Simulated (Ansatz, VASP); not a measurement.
# Re (Rhenium) in two plane-wave programs

Aim: how closely do two programs agree when they are given the same cell, functional and k mesh? The cell is taken from a series of runs on this material, whose earlier steps may have relaxed, scaled, displaced or heated it; both programs get it as it stands.

Calculated with Ansatz 0.2.0; plane waves, with VASP 6.6.1 beside it; zone-centre phonons at LDA.

### Step 1. The starting structure

It takes space group P6_3/mmc (No. 194, hexagonal). Conventional cell: a = 2.761 Å, b = 2.761 Å, c = 4.284 Å, α = 90.00°, β = 90.00°, γ = 120.00°. Nearest to Re lie 12 Re at 2.67 to 2.76 Å.

### Step 2. VASP: zone-centre phonons, LDA

Second derivatives magnify differences that forces hide, and they need a tight electronic threshold.

Lines of VASP's logs that name or quote its potential files are left out, and so is its time.

File INCAR:

```
SYSTEM = Re
PREC = Accurate
ENCUT = 600
EDIFF = 1E-08
NELM = 120
ISMEAR = 1
SIGMA = 0.2
LREAL = .FALSE.
ALGO = Normal
GGA = CA
NBANDS = 13
LASPH = .TRUE.
LORBIT = 11
LWAVE = .FALSE.
LCHARG = .FALSE.
ISIF = 2
IBRION = 8
GGA_COMPAT = .FALSE.
KPAR = 2
```

File POSCAR:

```
Re
1.0
    2.7614389993      0.0000000000      0.0000000000
   -1.3807194997      2.3914763243      0.0000000000
    0.0000000000      0.0000000000      4.2836537779
Re
2
Direct
    0.3333333327      0.6666666673      0.2500000000
    0.6666666673      0.3333333327      0.7500000000
```

File KPOINTS:

```
Automatic mesh
0
Gamma
18 18 12
0 0 0
```

The projector-augmented-wave data sets are Re (LDA family, release 64).

Run with:

```bash
$ mpirun -np 2 vasp_std
```

Numbers of over 12 decimals in the logs are rounded to 6 here.

What it wrote:

```text
[banner, memory and clock lines left out]
running    2 mpi-ranks, on    1 nodes
 distrk:  each k-point on    1 cores,    2 groups
 distr:  one band on    1 cores,    1 groups

 POSCAR found type information on POSCAR Re
 POSCAR found :  1 types and       2 ions
 LDA part: xc-table for (Slater(with rela. corr.)+CA(PZ))
 , standard interpolation
 POSCAR, INCAR and KPOINTS ok, starting setup
 FFT: planning ... GRIDC
 FFT: planning ... GRID_SOFT
 FFT: planning ... GRID
 WAVECAR not read
 entering main loop
       N       E                     dE             d eps       ncg     rms          rms(c)
DAV:   1     0.124980989282E+03    0.12498E+03   -0.64380E+03  7282   0.124E+03
DAV:   2    -0.199158060148E+02   -0.14490E+03   -0.12809E+03 10673   0.456E+02
DAV:   3    -0.286725990291E+02   -0.87568E+01   -0.76011E+01 11258   0.149E+02
DAV:   4    -0.288658618344E+02   -0.19326E+00   -0.18800E+00 11045   0.137E+01
DAV:   5    -0.288671041183E+02   -0.12423E-02   -0.12414E-02 11123   0.178E+00    0.458E+01
DAV:   6    -0.278313515068E+02    0.10358E+01   -0.82575E-01 11499   0.153E+01    0.202E+01
DAV:   7    -0.274870088693E+02    0.34434E+00   -0.58157E-01 11514   0.124E+01    0.467E-01
DAV:   8    -0.274777483706E+02    0.92605E-02   -0.51722E-03 10678   0.716E-01    0.146E-01
DAV:   9    -0.274767193025E+02    0.10291E-02   -0.42974E-04 10031   0.221E-01    0.475E-02
DAV:  10    -0.274767257530E+02   -0.64505E-05   -0.48102E-05 11051   0.600E-02    0.210E-02
DAV:  11    -0.274767249540E+02    0.79898E-06   -0.62447E-07 11218   0.131E-02    0.135E-03
DAV:  12    -0.274767249235E+02    0.30575E-07   -0.30410E-08  8763   0.209E-03    0.101E-03
DAV:  13    -0.274767249222E+02    0.12444E-08   -0.45693E-09  6222   0.146E-03
   1 F= -.27476725E+02 E0= -.27476862E+02  d E =0.411465E-03
 Linear response reoptimize wavefunctions to high precision
DAV:   1    -0.274767249207E+02    0.15420E-08   -0.52268E-09  8227   0.804E-04
DAV:   2    -0.274767249207E+02   -0.30923E-10   -0.14197E-10  5527   0.257E-04
 Linear response DOF=           2
 Linear response progress:
  Degree of freedom:   1/  2
       N       E                     dE             d eps       ncg     rms          rms(c)
RMM:   1    -0.925892079538E-01   -0.92589E-01    0.97097E-02 30929   0.211E+01
RMM:   2    -0.144019635812E+00   -0.51430E-01   -0.51538E-02 50654   0.211E+00    0.125E-01
RMM:   3    -0.144129456405E+00   -0.10982E-03   -0.38146E-03 55725   0.471E-01    0.886E-02
RMM:   4    -0.143485182971E+00    0.64427E-03   -0.67205E-04 51742   0.229E-01    0.142E-02
RMM:   5    -0.143538351205E+00   -0.53168E-04   -0.27975E-05 53683   0.564E-02    0.804E-03
RMM:   6    -0.143560513231E+00   -0.22162E-04   -0.36378E-06 54602   0.171E-02    0.381E-03
RMM:   7    -0.143566548917E+00   -0.60357E-05   -0.59247E-08 53003   0.660E-03    0.153E-03
RMM:   8    -0.143568841044E+00   -0.22921E-05   -0.36279E-07 55951   0.319E-03    0.431E-04
RMM:   9    -0.143567842822E+00    0.99822E-06   -0.12768E-07 57122   0.109E-03    0.748E-05
RMM:  10    -0.143567897604E+00   -0.54782E-07   -0.85185E-08 57798   0.594E-04    0.224E-05
RMM:  11    -0.143567952127E+00   -0.54523E-07   -0.65433E-08 59526   0.456E-04    0.118E-05
RMM:  12    -0.143567949229E+00    0.28978E-08   -0.64995E-08 57806   0.420E-04    0.368E-06
 first order change of Fermi-energy  -0.19317E-04
 force on displaced ion       1 direction 1 :  -5.488   0.001   0.000
 Linear response progress:
  Degree of freedom:   2/  2
       N       E                     dE             d eps       ncg     rms          rms(c)
RMM:   1    -0.130606628540E+00   -0.13061E+00    0.94215E-02 10795   0.221E+01
RMM:   2    -0.185398904154E+00   -0.54792E-01   -0.46161E-02 16066   0.236E+00    0.201E-01
RMM:   3    -0.186692622176E+00   -0.12937E-02   -0.13589E-02 18708   0.802E-01    0.118E-01
RMM:   4    -0.186473243657E+00    0.21938E-03   -0.11301E-04 18457   0.173E-01    0.683E-02
RMM:   5    -0.186764168208E+00   -0.29092E-03    0.70338E-05 19010   0.128E-01    0.126E-02
RMM:   6    -0.186793070634E+00   -0.28902E-04   -0.25265E-05 17971   0.341E-02    0.691E-03
RMM:   7    -0.186777626009E+00    0.15445E-04    0.74055E-05 18030   0.143E-02    0.355E-03
RMM:   8    -0.186791264129E+00   -0.13638E-04    0.53374E-05 18256   0.956E-03    0.844E-04
RMM:   9    -0.186794564114E+00   -0.33000E-05    0.93775E-06 17986   0.342E-03    0.142E-04
RMM:  10    -0.186794918563E+00   -0.35445E-06   -0.43275E-06 19664   0.125E-03    0.589E-05
RMM:  11    -0.186794351024E+00    0.56754E-06    0.51862E-08 18792   0.612E-04    0.114E-05
RMM:  12    -0.186794351056E+00   -0.32322E-10   -0.35280E-07 20521   0.455E-04    0.496E-06
RMM:  13    -0.186794298291E+00    0.52765E-07   -0.44772E-08 20058   0.415E-04    0.238E-06
RMM:  14    -0.186794306639E+00   -0.83474E-08   -0.92344E-08 20330   0.407E-04    0.103E-06
 first order change of Fermi-energy   0.93287E-04
 force on displaced ion       1 direction 3 :  -0.000   0.000  -7.206
 Linear response finished
```

OUTCAR, selected parts (step 2):

```text
ion  position               nearest neighbor table
   1  0.333  0.667  0.250-   2 2.67   2 2.67   2 2.67   2 2.67   2 2.67   2 2.67
   2  0.667  0.333  0.750-   1 2.67   1 2.67   1 2.67   1 2.67   1 2.67   1 2.67

  LATTYP: Found a hexagonal cell.
 ALAT       =     2.7614389993
 C/A-ratio  =     1.5512396902

 Subroutine GETGRP returns: Found 24 space group operations
 (whereof 12 operations were pure point group operations)

The static configuration has the point symmetry D_3d.
 The point group associated with its full space group is D_6h.

 Found    259 irreducible k-points:

   k-points           NKPTS =    259   k-points in BZ     NKDIM =    259   number of bands    NBANDS=     13

   dimension x,y,z NGX =    24 NGY =   24 NGZ =   36
   dimension x,y,z NGXF=    48 NGYF=   48 NGZF=   72

   ENCUT  =  600.0 eV  44.10 Ry    6.64 a.u.   5.52  5.52  8.56*2*pi/ulx,y,z

   NELECT =      14.0000    total number of electrons

 k-points in reciprocal lattice and weights: Automatic mesh
   0.00000000  0.00000000  0.00000000       0.000
   0.05555556 -0.00000000  0.00000000       0.002
   0.11111111 -0.00000000  0.00000000       0.002
   0.16666667  0.00000000  0.00000000       0.002
   0.22222222  0.00000000  0.00000000       0.002
   0.27777778  0.00000000  0.00000000       0.002
   0.33333333  0.00000000  0.00000000       0.002
   0.38888889  0.00000000  0.00000000       0.002
   0.44444444  0.00000000  0.00000000       0.002
[...]
0.33333333  0.27777778  0.50000000       0.003
   0.33333333  0.33333333  0.50000000       0.001

 average (electrostatic) potential at core
       1 -38.8279       2 -38.8279

  Total        0.3351879      0.3351879      3.5687478     -0.0000000     -0.0000000      0.0000000
  in kB       18.9837924     18.9837924    202.1205834     -0.0000000     -0.0000000      0.0000000
  external PRESSURE =      80.0293894 kB  Pullay stress =       0.0000000 kB

  energy-cutoff  :      600.00
  volume of cell :       28.29
      direct lattice vectors                 reciprocal lattice vectors
     2.761438999  0.000000000  0.000000000     0.362130034  0.209075873  0.000000000
    -1.380719500  2.391476324  0.000000000     0.000000000  0.418151746  0.000000000
     0.000000000  0.000000000  4.283653778     0.000000000  0.000000000  0.233445570

 POSITION                                       TOTAL-FORCE (eV/Angst)
 -----------------------------------------------------------------------------------
     -0.00000      1.59432      1.07091         0.000000     -0.000000      0.000000
      1.38072      0.79716      3.21274        -0.000000      0.000000      0.000000
 -----------------------------------------------------------------------------------
    total drift:                               -0.000000      0.000000     -0.000000

 Eigenvectors and eigenvalues of the dynamical matrix
 ----------------------------------------------------

   1 f  =    4.349238 THz    27.327065 2PiTHz  145.074948 cm-1    17.986993 meV
             X         Y         Z           dx          dy          dz
     -0.000000  1.594318  1.070913     0.000000    0.000000   -0.707107
      1.380720  0.797159  3.212740    -0.000000    0.000000    0.707107

   2 f  =    3.795631 THz    23.848654 2PiTHz  126.608629 cm-1    15.697462 meV
             X         Y         Z           dx          dy          dz
     -0.000000  1.594318  1.070913    -0.686417    0.169799   -0.000000
      1.380720  0.797159  3.212740     0.686417   -0.169799    0.000000

   3 f  =    3.795631 THz    23.848654 2PiTHz  126.608629 cm-1    15.697462 meV
             X         Y         Z           dx          dy          dz
     -0.000000  1.594318  1.070913    -0.169799   -0.686417   -0.000000
      1.380720  0.797159  3.212740     0.169799    0.686417    0.000000

   4 f  =    0.000000 THz     0.000000 2PiTHz    0.000000 cm-1     0.000000 meV
             X         Y         Z           dx          dy          dz
     -0.000000  1.594318  1.070913    -0.000000   -0.000000    0.707107
      1.380720  0.797159  3.212740     0.000000    0.000000    0.707107

   5 f/i=    0.000000 THz     0.000000 2PiTHz    0.000001 cm-1     0.000000 meV
             X         Y         Z           dx          dy          dz
     -0.000000  1.594318  1.070913    -0.703698    0.069346    0.000000
      1.380720  0.797159  3.212740    -0.703698    0.069346    0.000000

   6 f/i=    0.000000 THz     0.000000 2PiTHz    0.000002 cm-1     0.000000 meV
             X         Y         Z           dx          dy          dz
     -0.000000  1.594318  1.070913    -0.069346   -0.703698   -0.000000
      1.380720  0.797159  3.212740    -0.069346   -0.703698    0.000000

 ELASTIC MODULI CONTR FROM IONIC RELAXATION (kBar)
 Direction    XX          YY          ZZ          XY          YZ          ZX
 --------------------------------------------------------------------------------
 XX        -211.3122    211.3122     -0.0000      0.0000      0.0000     -0.0000
 YY         211.3122   -211.3122      0.0000      0.0000     -0.0000      0.0000
 ZZ          -0.0000      0.0000     -0.0000     -0.0000      0.0000     -0.0000
 XY           0.0000      0.0000     -0.0000   -211.3122      0.0000     -0.0000
 YZ           0.0000     -0.0000      0.0000      0.0000     -0.0000      0.0000
 ZX          -0.0000      0.0000     -0.0000     -0.0000      0.0000     -0.0000
 --------------------------------------------------------------------------------
```

The data set Re keeps the semicore shell frozen, which is cheaper and a little less accurate.

### Step 3. Ansatz: zone-centre phonons, LDA

Ansatz runs on its PAW soft_1 files.

The same cell, functional (in two slightly different forms), mesh and smearing now go to Ansatz, which takes its cutoff from its data sets.

File input.yaml:

```yaml
crystal:
  lattice:
    - [2.7614389993, 0.0, 0.0]
    - [-1.3807194997, 2.3914763243, 0.0]
    - [0.0, 0.0, 4.2836537779]
  atoms:
    - { symbol: Re, position: [0.3333333327, 0.6666666673, 0.25] }
    - { symbol: Re, position: [0.6666666673, 0.3333333327, 0.75] }
kpoints:
  mp_grid: { grid: [18, 18, 12] }
hamiltonian:
  xc: lda
  pseudopotentials: { kind: paw, azcp: { folder: soft_1 }, xc_functional: pbe }
scf:
  occupations: { method: methfessel_paxton, width: 0.2 }
output:
  eigenvalues: true
phonons:
  method: dfpt
```

Run with:

```bash
$ ansatz run input.yaml --threads 4 --pin off --max-ram 10240MiB --backend cpu --events-out ev --progress --plain --runs-dir out
```

What it wrote:

```text
zone centre: on kpoints.mp_grid the ground state, and the responses unless they are solved on pairs of k-points, stand on 637 of the mesh's 3888 k-points, reduced under 4 symmetry operations, with k and −k counted as one. Each operation leaves every solved displacement unchanged or reverses it
Engine: ansatz 0.2.0, x86_64-unknown-linux-gnu
Pseudopotentials: kind: paw
Pseudopotential: Re, paw, valence charge 15, recommended cutoff 420 eV (normal), soft_1/Re.paw.azcp
Functional definition: SPW92
  exchange = slater_x
  correlation = pw_c
Crystal: 2 atoms, lattice volume = 28.289 Å³
Basis set: ecut = 420 eV, 561 PW (Γ), exchange–correlation on 40×40×60 points (8 copies of the dense FFT grid, shifted against one another)
Bands: 19, of which v1, the nominal top of the filled ones, is band 15 counted from 1 (14 counted from 0)
Symmetry: 24 space group operations
k-points: 637 of 3888 (irreducible under 4 space group operations, time reversal used)
Non-local potential: Re, projectors of the file, l = 0: 3, l = 1: 2, l = 2: 2, l = 3: 1
PAW form: soft (Blöchl's): semilocal exchange-correlation on the pseudo side does not see the compensation charge
PAW frozen core: Re, regenerated for the run's functional, and the local potential with it (the file was generated under x = pbe(κ = 0.804, μ = 0.219515), c = pbe(β = 0.066725))
PAW one-centre angular grid: Re, 590 points (default); XC on 64 Gauss nodes
Initial density: superposition of atomic densities (chi_scale 0.1, normalization cell)
Initial wavefunctions: pseudopotential atomic-orbital guess
Functional: x = slater, c = lda
SCF iter   1: F=—  HF=-21217.471937 eV  |F-HF|=—  |Δ(HF+E_count)|=         —  Δρ=5.85e-2  dr2=8.54e-1  ethr=3.10e-3  ⟨swp⟩=4.6  Hψ=47999  notcnv=0
preconditioner: auto → none  [metal: Δε(μ)=0.007 eV  Ē_g=6.643 eV  σ=0.200 eV  W_gap=0.03  n_scr=8 (ndim 8)  ℏωp=26.1 eV  f_vac=0.000  D(μ)=1.64/eV (n_scr^D=22)  sad-step TF]
SCF iter   2: F=—  HF=-21217.222852 eV  |F-HF|=—  |Δ(HF+E_count)|=   2.49e-1  S|Δr|=    0.00e0  Δρ=3.38e-2  dr2=2.75e-1  ethr=2.85e-3  ⟨swp⟩=2.0  Hψ=19419  notcnv=0  defer=10
SCF iter   3: F=—  HF=-21217.110224 eV  |F-HF|=—  |Δ(HF+E_count)|=   1.13e-1  S|Δr|=    0.00e0  Δρ=1.50e-3  dr2=2.39e-4  ethr=9.16e-4  ⟨swp⟩=3.0  Hψ=23133  notcnv=0  defer=10
SCF iter   4: F=—  HF=-21217.110411 eV  |F-HF|=—  |Δ(HF+E_count)|=   1.88e-4  S|Δr|=    0.00e0  Δρ=2.02e-4  dr2=1.30e-5  ethr=7.95e-7  ⟨swp⟩=2.0  Hψ=17637  notcnv=0  defer=10
SCF iter   5: F=—  HF=-21217.110407 eV  |F-HF|=—  |Δ(HF+E_count)|=   4.11e-6  S|Δr|=    0.00e0  Δρ=3.19e-5  dr2=1.92e-7  ethr=4.32e-8  ⟨swp⟩=2.0  Hψ=16555  notcnv=0  defer=10
SCF iter   6: F=—  HF=-21217.110407 eV  |F-HF|=—  |Δ(HF+E_count)|=   5.30e-7  S|Δr|=    0.00e0  Δρ=7.75e-6  dr2=1.13e-8  ethr=6.38e-10  ⟨swp⟩=2.9  Hψ=23140  notcnv=0  defer=10
SCF iter   7: F=—  HF=-21217.110407 eV  |F-HF|=—  |Δ(HF+E_count)|=  1.09e-10  S|Δr|=    0.00e0  Δρ=1.11e-6  dr2=1.86e-10  ethr=3.75e-11  ⟨swp⟩=2.3  Hψ=16624  notcnv=0  defer=10
SCF iter   8: F=-21217.110407 eV  HF=-21217.110407 eV  |F-HF|=3.64e-12  |Δ(HF+E_count)|=  1.09e-11  S|Δr|=    0.00e0  Δρ=7.57e-8  dr2=9.04e-13  ethr=1.00e-12  ⟨swp⟩=5.8  Hψ=50972  notcnv=0
SCF 1 converged in 8 iterations: F = -21217.110407 eV  dr2 = 9.04e-13
  greatest PAW one-centre occupation: 0.999 electrons in one spin orbital (limit 2), on the Re atom at site 1 (counted from 0), in its partial waves of l = 0
DFPT response loops at Γ: preconditioner auto → Kerker (q_TF=auto, 2.755 Å⁻¹) (partly filled bands, converged f_vac=0.000); β = 1.00, the filter's whole step (`scf.mixing.beta` (0.50) is not read by the response loops under this deck's `scf.mixing.preconditioner`; to damp them name `kerker` or `kerker_dos`, under which they read `scf.mixing.beta`, and type it under 1.00, their step now; both keys bind the ground state too); Broyden in place of MSR1
SCF converged after 8 iterations
Stability not checked: this state was not tested for a lower state beside it, because cold or Methfessel-Paxton smearing, or corrected tetrahedra, fill the levels in a way that the test cannot read (fill_not_monotonic; see scf.lower_state_search)
Free energy (F): -21217.110407 eV
Harris-Foulkes:  -21217.110407 eV  (|F-HF|=3.64e-12)
Internal energy: -21217.110952 eV  (E = F + TS)
E sigma→0 (E₀):  -21217.110543 eV
Entropy (-TS):   0.000546 eV (0.273 meV/atom)
Fermi energy:    24.746246 eV
--- Per-component energies (eV) ---
  E_band       = -120.018918
  E_kinetic    = 1052.627659
  E_local      = -1495.183587  (includes V_loc(G=0)·N_el)
  E_nonlocal   = 172.351702
  E_hartree    = 524.181710
  E_xc         = -710.377795
  E_vxc        = -583.752069  (∫ρ·V_xc dr)
  E_paw        = -16893.523336  (= ΣΔE_a)
  E_vpaw       = -314.426179  (= ΣTr[D̂ρ^β])
  E_aug_tail   = 0.000103  (compensation charges beyond the density's cutoff)
  E_ewald      = -3867.825748
  E_core_change = 0.638340  (= ΣΔE_core)
  E_smearing   = 0.000546  (= −TS)
  E_closure    = 0.000000  (closes the sum)
  Σ components = -21217.110407   (vs F -21217.110407, Δ=0.00e0)
--- Band table (eV; the first three rows and the last of 637) ---
  k-point 0: bands = [... 11 lower, 23.0026, 23.6126, 24.0200, 24.0200, 24.5788, 24.5788, 26.0968, 28.3055]
  k-point 1: bands = [... 11 lower, 22.9282, 23.5488, 23.9460, 23.9460, 24.7454, 24.7454, 25.8122, 28.3377]
  k-point 2: bands = [... 11 lower, 22.7815, 23.3695, 23.7487, 23.7487, 25.0952, 25.1637, 25.1637, 28.3986]
  k-point 636: bands = [... 11 lower, 21.3996, 22.5764, 22.5764, 24.5721, 24.5721, 28.9735, 28.9735, 31.3187]
--- Phonons (Γ-DFPT): 2 representative perturbations + reference, on 637 of 3888 k-points (Σ response iterations 5) ---
  k mesh reduced under 4 symmetry operations, with k and −k counted as one. Each operation leaves every solved displacement unchanged or reverses it
  ASR residual: 1.401e-4 → 0.000e0 eV/Å²; symmetrization residual: 8.121e-10 eV/Å²
  ASR residual per site (eV/Å²): 1.40e-4 1.40e-4
  Γ frequencies (cm⁻¹): 0.00 0.00 0.00 126.61 126.61 147.59
  non-analytic LO–TO correction: not included (Born effective charges unavailable; polar crystals: no LO–TO splitting at Γ)
```

In the SCF lines HF is the Harris–Foulkes energy and dr2 the Hartree energy of the density residual, in eV; the loop may stop once dr2 is under the threshold and the program's other checks hold. Hψ counts applications of the Hamiltonian.

### Step 4. Side by side

Known differences besides the potentials themselves: the two LDA forms differ slightly; the data sets hold 30 valence electrons in Ansatz (on its PAW soft_1 files) and 14 in VASP; the cutoff is 420 eV in Ansatz and 600 eV in VASP; VASP's log shows a relativistic correction to its local exchange, Ansatz's none. Total energies have different zeros and are not compared.

Both answers:

| quantity | Ansatz | VASP | difference |
| --- | --- | --- | --- |
| optical mode 1 to 2 (cm⁻¹) | 126.6 | 126.6 | +0.00 % |
| optical mode 3 (cm⁻¹) | 147.6 | 145.1 | +1.73 % |

Modes are paired by rising frequency, not by their patterns, so a pair may set unlike modes beside each other; they are those without the splitting of longitudinal modes.

### Step 5. Results

* r.m.s. difference of the optical zone-centre modes, each program's sorted by frequency (zone-centre phonons, LDA): 1.5 cm⁻¹
* difference in optical mode 3 (zone-centre phonons, LDA): +1.7 %

**Reading.** The r.m.s. difference of the optical zone-centre modes, each program's sorted by frequency is 1.5 cm⁻¹ (zone-centre phonons, LDA). The data sets hold unlike numbers of valence electrons (30 in Ansatz and 14 in VASP), so part of the differences comes from the potentials. Among the rows given in per cent, the largest difference of the zone-centre phonons, LDA pair is in optical mode 3, +1.7 %. How closely two codes agree says nothing of how well the functional describes the real material.

[Lines on the potential files, build, host, timing and source positions are cut from VASP's logs without a mark.]

[Logs are printed without paths, hosts, clocks, repeated set-up lines and the standing remarks that a program may print on its own settings, such as how far it seeks lower states.]

[Hosts, paths, dates, database ids (printed as entryN), source tags and the programs' standing remarks are cut or masked in the printed files.]
